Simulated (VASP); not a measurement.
Given:

```
MgO
1.0
    0.00000     1.97633     1.97633
    1.97633     0.00000     1.97633
    1.97633     1.97633     0.00000
Mg O
1 1
Cartesian
  0.00000   0.00000   0.00000
  1.97633   1.97633   1.97633
```

Computed with PBEsol GGA, VASP's PBE PAW potentials (set 64) (plane waves; VASP 6.6.1). Numerical set-up: 620 eV cut-off, 11×11×11 Γ-centred mesh, Gaussian smearing of 0.050 eV, potentials Mg O.

Task: Estimate the energy per atom (σ→0), pressure, band gap (on the k-mesh) with the smallest direct gap where there is one.

Result: 
```yaml
band gap (on the k-mesh): 6.71 eV
smallest direct gap (on the k-mesh): 6.71 eV
energy per atom (σ→0): -6.064 eV/atom
pressure: 448.0 kbar
```

The absolute energy has meaning only against runs of the same code, potentials and settings.

The compound is MgO in the rock salt structure. It was relaxed first under an external pressure of 45 GPa.
